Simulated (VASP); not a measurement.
Method: rev-vdW-DF2, VASP's PBE PAW potentials (set 64) (plane waves; VASP).

Input for VASP

POSCAR:
```
LiCl
1.0
  0.0000000000   2.5218705895   2.5218705895
  2.5218705895   0.0000000000   2.5218705895
  2.5218705895   2.5218705895   0.0000000000
Li Cl
1 1
Direct
  0.0000000000   0.0000000000   0.0000000000
  0.5000000000   0.5000000000   0.5000000000
```

### KPOINTS
```
kpoints
0
gamma
  9 9 9
```

**INCAR**
```
! general
SYSTEM   = LiCl
PREC     = Accurate
ENCUT    = 520
LREAL    = .False.
LASPH    = .True.

! electronic loop
EDIFF    = 1E-7
NELM     = 100
ALGO     = Normal

! smearing
ISMEAR   = 0
SIGMA    = 0.05

! functional
GGA      = MK
LUSE_VDW = .True.
AGGAC    = 0.0
PARAM1   = 0.1234568
PARAM2   = 0.7114
ZAB_VDW  = -1.8867

! ions
ISIF     = 2

! output
LWAVE    = .False.
LCHARG   = .False.
```

POTCAR, in this order: Li_sv Cl (PBE.64 set). Program: vasp_std.

What does the run give for the energy per atom (σ→0), pressure, band gap (on the k-mesh)?

* **energy per atom (σ→0)**: -2.652 eV/atom
* **band gap (on the k-mesh)**: 6.62 eV
* **pressure**: 1.08 GPa

OSZICAR:
```
...
DAV:   7    -0.530003875455E+01   -0.47426E-03   -0.54590E-02   934   0.155E+00    0.888E-01
DAV:   8    -0.530337015452E+01   -0.33314E-02   -0.81481E-03   715   0.825E-01    0.144E-01
DAV:   9    -0.530334241638E+01    0.27738E-04   -0.46158E-04   886   0.187E-01    0.386E-02
DAV:  10    -0.530338572801E+01   -0.43312E-04   -0.62536E-05   693   0.823E-02    0.106E-02
DAV:  11    -0.530338889068E+01   -0.31627E-05   -0.38325E-06   892   0.230E-02    0.481E-03
DAV:  12    -0.530338914456E+01   -0.25388E-06   -0.51951E-07   692   0.673E-03    0.296E-03
DAV:  13    -0.530338917206E+01   -0.27494E-07   -0.38021E-08   478   0.207E-03
   1 F= -.53033892E+01 E0= -.53033892E+01  d E =-.221522E-17
```

The compound is LiCl in the rock salt structure. This cell is one point of a volume scan, at 0.97 of the reference volume.
